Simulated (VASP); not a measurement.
**Te2Mo with and without spin-orbit coupling**

What does spin-orbit coupling change in Te2Mo, and what does it cost? All runs use LDA. Left out of this account: 1 further run (self-consistent run: a reference on another mesh). The start is a cell from a database of measured crystal structures.

Main program and level: VASP 6.6.1; LDA; plane waves and PAW (Te, Mo_sv), in the first sound run; inputs show where later runs differ.

This is a report of a sequence of runs, with most program output left out.

**1. The starting structure**

Symmetry: P6_3/mmc, No. 194, hexagonal system. The conventional cell has a = 3.518 Å, b = 3.518 Å, c = 13.974 Å, α = 90.00°, β = 90.00°, γ = 120.00°. Te has 3 Mo at 2.72 Å nearest. Nearest to Mo lie 6 Te at 2.72 Å. Farther neighbours and most contacts between anions are not listed.

**2. Bands along the symmetry lines (LDA)**

Levels along the symmetry lines show where the bands peak and cross; KPOINTS_OPT computes them in the converged potential. LDA, the lowest rung, knows the local density alone.

The input, INCAR:

```
SYSTEM = Te2Mo
PREC = Accurate
ENCUT = 400
EDIFF = 1E-06
NELM = 100
ISMEAR = -1
SIGMA = 0.05
LREAL = .FALSE.
ALGO = Normal
GGA = CA
NBANDS = 42
LASPH = .TRUE.
LORBIT = 11
LWAVE = .FALSE.
LCHARG = .FALSE.
KPAR = 4
```

The input, POSCAR:

```
Te2Mo
1.0
    3.5182000000      0.0000000000      0.0000000000
   -1.7591000000      3.0468505756      0.0000000000
    0.0000000000      0.0000000000     13.9736000000
Te Mo
4 2
Direct
    0.3333333333      0.6666666667      0.6210000000
    0.6666666667      0.3333333333      0.1210000000
    0.3333333333      0.6666666667      0.8790000000
    0.6666666667      0.3333333333      0.3790000000
    0.3333333333      0.6666666667      0.2500000000
    0.6666666667      0.3333333333      0.7500000000
```

The input, KPOINTS:

```
Automatic mesh
0
Gamma
7 7 2
0 0 0
```

The input, KPOINTS_OPT:

```
Line mode
16
Line-mode
Reciprocal
  0.00000000   0.00000000   0.00000000 GAMMA
  0.50000000   0.00000000   0.00000000 M

  0.50000000   0.00000000   0.00000000 M
  0.33333333   0.33333333   0.00000000 K

  0.33333333   0.33333333   0.00000000 K
  0.00000000   0.00000000   0.00000000 GAMMA

  0.00000000   0.00000000   0.00000000 GAMMA
  0.00000000   0.00000000   0.50000000 A

  0.00000000   0.00000000   0.50000000 A
  0.50000000   0.00000000   0.50000000 L

  0.50000000   0.00000000   0.50000000 L
  0.33333333   0.33333333   0.50000000 H

  0.33333333   0.33333333   0.50000000 H
  0.00000000   0.00000000   0.50000000 A

  0.50000000   0.00000000   0.50000000 L
  0.50000000   0.00000000   0.00000000 M

  0.33333333   0.33333333   0.00000000 K
  0.33333333   0.33333333   0.50000000 H
```

The projector-augmented-wave data sets are Te and Mo_sv (LDA family, release 64).

Run with:

```sh
> mpirun -np 4 vasp_std
```

It took 45 s on 4 MPI ranks of Intel Xeon 6975P-C (Granite Rapids), shared host; peak memory 1.1 GiB; 2.6 min of CPU time.

Spin-orbit coupling is off here; with elements this heavy it splits and shifts levels by tenths of an eV or more. At this level the cell is under a tension of 2.9 GPa, so at these settings it is away from equilibrium.

This step gave:

| Property | Result |
| --- | --- |
| SCF cycles | 15 |
| electrons | 52 |
| bands | 42 |
| irreducible k-points | 16 |
| symmetry operations | 24 |
| free energy (TOTEN) | -41.22 eV |
| Fermi energy | 8.373 eV |
| pressure | -2.921 GPa |
| metallic | no |
| least gap on mesh and path | 0.6721 eV |
| least direct gap on mesh and path | 1.035 eV |
| valence top at k | 0, 0, 0 |
| conduction bottom at k | 0.2, 0.2, 0 |
| least direct gap at k | 0.3333, 0.3333, 0 |

Electronic bands along the path, in eV, zero at the valence-band top; v1 is the highest filled band, c1 the lowest empty one:

```csv
point,v4,v3,v2,v1,c1,c2,c3,c4
Γ,-1.03,-1.03,-0.31,0.00,2.88,2.88,3.01,3.01
0.53 of the way,-1.15,-1.09,-0.98,-0.92,1.10,1.73,1.76,1.92
M,-1.01,-0.96,-0.61,-0.32,1.24,1.30,1.43,1.76
0.53 of the way,-1.92,-1.62,-0.53,-0.28,1.14,1.27,1.69,1.78
K,-1.82,-1.82,-0.34,-0.10,0.94,0.94,1.13,2.16
0.53 of the way,-1.07,-0.90,-0.72,-0.68,0.89,1.57,1.63,1.63
Γ,-1.03,-1.03,-0.31,0.00,2.88,2.88,3.01,3.01
0.47 of the way,-1.04,-1.04,-0.21,-0.02,2.89,2.89,2.97,2.97
A,-1.05,-1.05,-0.08,-0.08,2.92,2.92,2.92,2.92
0.47 of the way,-1.27,-1.27,-0.80,-0.80,1.50,1.50,2.08,2.08
L,-0.96,-0.96,-0.47,-0.47,1.26,1.26,1.61,1.61
0.53 of the way,-1.88,-1.88,-0.40,-0.40,1.22,1.22,1.80,1.80
H,-1.98,-1.98,-0.24,-0.24,0.94,0.94,1.60,1.60
0.53 of the way,-1.03,-1.03,-0.74,-0.74,1.17,1.17,1.75,1.75
A,-1.05,-1.05,-0.08,-0.08,2.92,2.92,2.92,2.92
jump to L,-0.96,-0.96,-0.47,-0.47,1.26,1.26,1.61,1.61
0.47 of the way,-0.99,-0.96,-0.56,-0.37,1.25,1.28,1.49,1.72
M,-1.01,-0.96,-0.61,-0.32,1.24,1.30,1.43,1.76
jump to K,-1.82,-1.82,-0.34,-0.10,0.94,0.94,1.13,2.16
0.53 of the way,-1.90,-1.90,-0.31,-0.15,0.94,0.94,1.29,1.95
H,-1.98,-1.98,-0.24,-0.24,0.94,0.94,1.60,1.60
```

Of the projections kept (Te, Mo), the largest for each band there; the rest of the weight can lie on other orbitals:

```csv
point,v4,v3,v2,v1,c1,c2,c3,c4
Γ,Mo 0.78,Mo 0.78,Te 0.94,Mo 0.78,Te 0.72,Te 0.72,Te 0.75,Te 0.75
M,Mo 0.65,Mo 0.78,Te 0.81,Te 0.75,Mo 0.95,Mo 0.93,Mo 0.93,Mo 0.93
K,Te 0.56,Te 0.56,Mo 0.90,Mo 0.86,Mo 0.94,Mo 0.94,Mo 0.80,Mo 0.76
Γ,Mo 0.78,Mo 0.78,Te 0.94,Mo 0.78,Te 0.72,Te 0.72,Te 0.75,Te 0.75
A,Mo 0.78,Mo 0.78,Mo 0.65,Mo 0.65,Te 0.73,Te 0.73,Te 0.73,Te 0.73
L,Mo 0.72,Mo 0.72,Te 0.78,Te 0.78,Mo 0.94,Mo 0.94,Mo 0.93,Mo 0.93
```

Force by atom:

| atom | x (eV/Å) | y (eV/Å) | z (eV/Å) | size |
| --- | --- | --- | --- | --- |
| Te1 | 0.000 | 0.000 | 0.239 | 0.239 |
| Te2 | 0.000 | 0.000 | 0.239 | 0.239 |
| Te3 | 0.000 | 0.000 | -0.239 | 0.239 |
| Te4 | 0.000 | 0.000 | -0.239 | 0.239 |
| Mo5 | 0.000 | 0.000 | 0.000 | 0.000 |
| Mo6 | 0.000 | 0.000 | 0.000 | 0.000 |

The gap is 0.67 eV, indirect, from Γ to a point between the labelled ones.

**3. Bands along the symmetry lines (LDA + SOC)**

This step: LDA, spin-orbit coupling; plane waves and PAW (Te, Mo_sv) (VASP 6.6.1).

Levels along the symmetry lines show where the bands peak and cross; KPOINTS_OPT computes them in the converged potential. Spin-orbit coupling needs spinors and the noncollinear program, where each band holds one electron.

Edit INCAR of step 2 so:

```diff
@@ -10,4 +10,9 @@
 GGA = CA
-NBANDS = 42
+LNONCOLLINEAR = .TRUE.
+MAGMOM = 0 0 0 0 0 0 0 0 0 0 0 0 0 0 0 0 0 0
+NBANDS = 64
+GGA_COMPAT = .FALSE.
 LASPH = .TRUE.
+LSORBIT = .TRUE.
+LMAXMIX = 4
 LORBIT = 11
```

POSCAR is that of step 2.

KPOINTS is that of step 2.

KPOINTS_OPT is that of step 2.

Run with:

```sh
> mpirun -np 4 vasp_ncl
```

Wall time 3.7 min (4 MPI ranks); peak memory 2.2 GiB.

At this level the cell is under a tension of 2.8 GPa, so at these settings it is away from equilibrium.

This step gave:

```
SCF cycles                        : 16
bands                             : 64
free energy (TOTEN)               : -41.85 eV
Fermi energy                      : 8.387 eV
pressure                          : -2.819 GPa
least gap on mesh and path        : 0.6564 eV
least direct gap on mesh and path : 0.9691 eV
```

On-site spin-orbit energy by atom:

```csv
atom,on-site spin-orbit energy (eV)
Te1,-0.211
Te2,-0.211
Te3,-0.211
Te4,-0.211
Mo5,-0.213
Mo6,-0.213
```

Electronic bands along the path, in eV, zero at the valence-band top; v1 is the highest filled band, c1 the lowest empty one:

```
          point     v4     v3     v2     v1    c1    c2    c3    c4
              Γ  -0.36  -0.36   0.00   0.00  2.53  2.53  2.66  2.66
0.53 of the way  -0.97  -0.97  -0.84  -0.84  1.08  1.08  1.64  1.64
              M  -0.59  -0.59  -0.33  -0.33  1.21  1.21  1.27  1.27
0.53 of the way  -0.57  -0.57  -0.26  -0.26  1.12  1.12  1.25  1.25
              K  -0.39  -0.39  -0.07  -0.07  0.90  0.90  0.92  0.92
0.53 of the way  -0.78  -0.78  -0.58  -0.58  0.87  0.87  1.53  1.53
              Γ  -0.36  -0.36   0.00   0.00  2.53  2.53  2.66  2.66
0.47 of the way  -0.24  -0.24  -0.02  -0.02  2.54  2.54  2.62  2.62
              A  -0.09  -0.09  -0.09  -0.09  2.57  2.57  2.57  2.57
0.47 of the way  -0.79  -0.79  -0.79  -0.79  1.46  1.46  1.46  1.46
              L  -0.46  -0.46  -0.46  -0.46  1.23  1.23  1.23  1.23
0.53 of the way  -0.51  -0.51  -0.33  -0.33  1.20  1.20  1.20  1.20
              H  -0.36  -0.36  -0.16  -0.16  0.90  0.90  0.94  0.94
0.53 of the way  -0.76  -0.76  -0.66  -0.66  1.11  1.11  1.18  1.18
              A  -0.09  -0.09  -0.09  -0.09  2.57  2.57  2.57  2.57
      jump to L  -0.46  -0.46  -0.46  -0.46  1.23  1.23  1.23  1.23
0.47 of the way  -0.55  -0.55  -0.37  -0.37  1.22  1.22  1.25  1.25
              M  -0.59  -0.59  -0.33  -0.33  1.21  1.21  1.27  1.27
      jump to K  -0.39  -0.39  -0.07  -0.07  0.90  0.90  0.92  0.92
0.53 of the way  -0.38  -0.38  -0.12  -0.12  0.90  0.90  0.93  0.93
              H  -0.36  -0.36  -0.16  -0.16  0.90  0.90  0.94  0.94
```

Of the projections kept (Te, Mo), the largest for each band there; the rest of the weight can lie on other orbitals:

```
point       v4       v3       v2       v1       c1       c2       c3       c4
    Γ  Te 0.88  Te 0.88  Mo 0.78  Mo 0.78  Te 0.68  Te 0.68  Te 0.71  Te 0.71
    M  Te 0.78  Te 0.78  Te 0.74  Te 0.74  Mo 0.95  Mo 0.95  Mo 0.93  Mo 0.93
    K  Mo 0.89  Mo 0.89  Mo 0.86  Mo 0.86  Mo 0.94  Mo 0.94  Mo 0.93  Mo 0.93
    Γ  Te 0.88  Te 0.88  Mo 0.78  Mo 0.78  Te 0.68  Te 0.68  Te 0.71  Te 0.71
    A  Mo 0.67  Mo 0.67  Mo 0.67  Mo 0.67  Te 0.69  Te 0.69  Te 0.69  Te 0.69
    L  Te 0.76  Te 0.76  Te 0.76  Te 0.76  Mo 0.94  Mo 0.94  Mo 0.94  Mo 0.94
```

Force by atom:

```
atom  x (eV/Å)  y (eV/Å)  z (eV/Å)   size
 Te1     0.000     0.000     0.221  0.221
 Te2     0.000     0.000     0.221  0.221
 Te3     0.000     0.000    -0.221  0.221
 Te4     0.000     0.000    -0.221  0.221
 Mo5     0.000     0.000     0.000  0.000
 Mo6     0.000     0.000     0.000  0.000
```

The gap is 0.66 eV, indirect, from Γ to a point between the labelled ones. Spin-orbit coupling moves it by -0.02 eV. The run took 4.9 times the core time, with 64 spinor bands against 42.

**4. Total and projected DOS (LDA)**

This step: LDA; plane waves and PAW (Te, Mo_sv) (VASP 6.6.1).

Here the states are counted by energy and projected on the atoms.

The input, INCAR:

```
SYSTEM = Te2Mo
PREC = Accurate
ENCUT = 400
EDIFF = 1E-06
NELM = 100
ISMEAR = -5
SIGMA = 0.05
LREAL = .FALSE.
ALGO = Normal
GGA = CA
NBANDS = 42
LASPH = .TRUE.
LORBIT = 11
LWAVE = .FALSE.
LCHARG = .FALSE.
KPAR = 4
NEDOS = 2001
```

POSCAR is that of step 3.

KPOINTS is that of step 3.

Run with:

```sh
> mpirun -np 4 vasp_std
```

Elapsed: 9.6 s, on 4 MPI ranks; peak memory 0.83 GiB; 32 s of CPU time.

The gap is read on the k-mesh alone, so it is an upper bound where the band edges lie off the mesh.

Numbers from this step:

```yaml
scf_cycles: 15
bands: 42
free_energy_toten: -41.22 eV
fermi_energy: 8.036 eV
pressure: -2.921 GPa
conduction_bottom_at_k: 0.2857, 0.1429, 0
least_direct_gap_at_k: 0.2857, 0.2857, 0
gap_on_the_k_mesh: 0.8057 eV
least_direct_gap_on_the_k_mesh: 1.247 eV
```

The density of states has structure finer than the step of the table below, so its rows give means over 1 eV, whole bins alone (the curve runs from -12.0 to 3.17 eV). Peaks (eV: height): total -4.7: 9.67, -1.1: 11.2, -0.6: 8.91, 1.7: 10.2; Mo d -1.1: 4.56, -0.5: 3.83, 1.2: 5.52, 1.6: 6.06; Te p -4.7: 3.08, -3.6: 2.37, -1.8: 2.58, -1.1: 2.62; Te s -10.7: 5.16; Te d -1.4: 0.118, -1.1: 0.158, 1.7: 0.208, 2.2: 0.212.

States under -12.0 eV and over 3.2 eV are left out. The density of states by energy, zero at the valence-band top; means over each step; values in states/eV/cell:

| energy (eV) | total | Mo d | Te p | Te s | Te d | Mo p | Mo s |
| --- | --- | --- | --- | --- | --- | --- | --- |
| -11 | 5.29 | 0.174 | 0.0467 | 3.47 | 0.00293 | 0.0566 | 0.0333 |
| -10 | 0.402 | 0.0238 | 0.00194 | 0.272 | 8.2e-5 | 8.6e-4 | 6.0e-5 |
| -9 | 0 | 0 | 0 | 0 | 0 | 0 | 0 |
| -8 | 0 | 0 | 0 | 0 | 0 | 0 | 0 |
| -7 | 0 | 0 | 0 | 0 | 0 | 0 | 0 |
| -6 | 0.173 | 0.0136 | 0.0518 | 0.00217 | 6.4e-4 | 0.00121 | 0.0117 |
| -5 | 4.79 | 0.621 | 1.47 | 0.0596 | 0.0256 | 0.0547 | 0.172 |
| -4 | 3.59 | 0.609 | 1.09 | 0.0938 | 0.0269 | 0.0479 | 0.0863 |
| -3 | 5.41 | 1.42 | 1.57 | 0.122 | 0.0570 | 0.0679 | 0.0834 |
| -2 | 6.37 | 2.03 | 1.81 | 0.0916 | 0.0735 | 0.0927 | 0.0359 |
| -1 | 6.14 | 2.48 | 1.50 | 0.0542 | 0.0693 | 0.0952 | 0.0230 |
| 0 | 1.54 | 0.675 | 0.356 | 0.0174 | 0.0103 | 0.0190 | 0.0139 |
| 1 | 3.46 | 2.23 | 0.310 | 0.0466 | 0.0505 | 0.0137 | 0.0325 |
| 2 | 6.86 | 3.51 | 1.20 | 0.116 | 0.165 | 0.0493 | 0.0479 |

Force by atom:

(Unchanged from step 2.)

The gap on this mesh is 0.81 eV, over the 0.67 eV of the band run, since this mesh misses a band edge. In the top eV of the valence band the largest shares in the PAW spheres are Mo d 44 % and Te p 23 %; in the lowest eV of the conduction band, Mo d 62 % and Te p 11 %. The rest lies in smaller channels or between the spheres.

**5. Total and projected DOS (LDA + SOC)**

This step: LDA, spin-orbit coupling; plane waves and PAW (Te, Mo_sv) (VASP 6.6.1).

Edit INCAR of step 4 so:

```diff
@@ -10,4 +10,9 @@
 GGA = CA
-NBANDS = 42
+LNONCOLLINEAR = .TRUE.
+MAGMOM = 0 0 0 0 0 0 0 0 0 0 0 0 0 0 0 0 0 0
+NBANDS = 64
+GGA_COMPAT = .FALSE.
 LASPH = .TRUE.
+LSORBIT = .TRUE.
+LMAXMIX = 4
 LORBIT = 11
```

POSCAR is that of step 4.

KPOINTS is that of step 4.

Run with:

```sh
> mpirun -np 4 vasp_ncl
```

It took 48 s on 4 MPI ranks; peak memory 1.7 GiB.

Numbers from this step:

```
SCF cycles                     : 16
bands                          : 64
free energy (TOTEN)            : -41.85 eV
Fermi energy                   : 8.055 eV
pressure                       : -2.819 GPa
gap on the k-mesh              : 0.7875 eV
least direct gap on the k-mesh : 1.201 eV
```

On-site spin-orbit energy by atom:

| atom | on-site spin-orbit energy (eV) |
| --- | --- |
| Te1 | -0.211 |
| Te2 | -0.211 |
| Te3 | -0.211 |
| Te4 | -0.211 |
| Mo5 | -0.213 |
| Mo6 | -0.213 |

The density of states has structure finer than the step of the table below, so its rows give means over 0.5 eV, whole bins alone (the curve runs from -12.0 to 1.48 eV). Peaks (eV: height): total -4.90: 9.08, -1.47: 8.43, -0.55: 9.33, 1.27: 8.79; Mo d -1.47: 3.30, -1.04: 3.10, -0.55: 4.24, 1.27: 5.93; Te p -4.90: 2.86, -3.29: 1.91, -1.68: 2.33, -0.62: 2.11; Te s -10.73: 5.20; Mo p -2.03: 0.115, -1.68: 0.135, -1.18: 0.147, -0.62: 0.127.

States under -12.0 eV and over 1.5 eV are left out. Density of states against energy, zero at the valence-band top; means over each step; values in states/eV/cell:

```csv
energy (eV),total,Mo d,Te p,Te s,Mo p,Mo s
-11.5,3.38,0.0529,0.0350,2.11,0.0452,0.0432
-11.0,5.72,0.167,0.0547,3.74,0.0709,0.0405
-10.5,3.71,0.191,0.0228,2.50,0.0201,0.00368
-10.0,0,0,0,0,0,0
-9.5,0,0,0,0,0,0
-9.0,0,0,0,0,0,0
-8.5,0,0,0,0,0,0
-8.0,0,0,0,0,0,0
-7.5,0,0,0,0,0,0
-7.0,0,0,0,0,0,0
-6.5,0,0,0,0,0,0
-6.0,0.0133,9.3e-4,0.00361,2.4e-4,2.0e-5,0.00113
-5.5,2.01,0.182,0.616,0.0242,0.0181,0.118
-5.0,5.83,0.737,1.81,0.0707,0.0665,0.209
-4.5,4.24,0.648,1.34,0.0739,0.0525,0.0812
-4.0,2.53,0.423,0.774,0.0751,0.0308,0.0695
-3.5,6.13,1.19,1.83,0.182,0.0927,0.140
-3.0,4.50,1.18,1.32,0.0920,0.0560,0.0636
-2.5,5.66,1.92,1.58,0.0747,0.0608,0.0358
-2.0,6.58,2.00,1.91,0.0976,0.100,0.0408
-1.5,6.79,2.36,1.83,0.0814,0.116,0.0287
-1.0,4.77,2.06,1.02,0.0391,0.0734,0.0174
-0.5,6.45,2.77,1.53,0.0577,0.0852,0.0398
0.0,0.475,0.185,0.125,0.00937,0.00637,0.00674
0.5,0.00233,0.00136,2.0e-4,4.7e-5,7.8e-6,1.6e-5
1.0,3.99,2.59,0.334,0.0538,0.0150,0.0402
```

Force by atom:

(Unchanged from step 3.)

The gap on this mesh is 0.79 eV, over the 0.66 eV of the band run, since this mesh misses a band edge. In the top eV of the valence band the largest shares in the PAW spheres are Mo d 43 % and Te p 23 %; in the lowest eV of the conduction band, Mo d 64 % and Te p 9 %. The rest lies in smaller channels or between the spheres.

**6. Relaxing cell and atoms (LDA)**

This step: LDA; plane waves and PAW (Te, Mo_sv) (VASP 6.6.1).

Last, the cell itself: ISIF = 3 frees volume, shape and positions, first without the coupling.

The input, INCAR:

```
SYSTEM = Te2Mo
PREC = Accurate
ENCUT = 400
EDIFF = 1E-06
NELM = 100
ISMEAR = -1
SIGMA = 0.05
LREAL = .FALSE.
ALGO = Normal
GGA = CA
NBANDS = 32
LASPH = .TRUE.
LORBIT = 11
LWAVE = .FALSE.
LCHARG = .FALSE.
KPAR = 4
IBRION = 2
NSW = 60
ISIF = 3
EDIFFG = -0.01
```

POSCAR is that of step 5.

KPOINTS is that of step 5.

Run with:

```sh
> mpirun -np 4 vasp_std
```

It took 76 s on 4 MPI ranks; peak memory 0.83 GiB.

The bonds form layers, held to each other by dispersion, which LDA lacks; its overbinding stands in for it by accident. The run keeps the 24 symmetry operations of its start, so it cannot find a distortion of lower symmetry.

(Part 1 of 2 ends here.)

[Lines on the potential files, build, host, timing and source positions are cut from VASP's logs without a mark.]

[Logs are printed without paths, hosts, clocks, repeated set-up lines and the standing remarks that a program may print on its own settings, such as how far it seeks lower states.]

[Hosts, paths, dates, database ids (printed as entryN), source tags and the programs' standing remarks are cut or masked in the printed files.]

[A measured line is paired with the nearest computed mode of its activity, which favours agreement.]
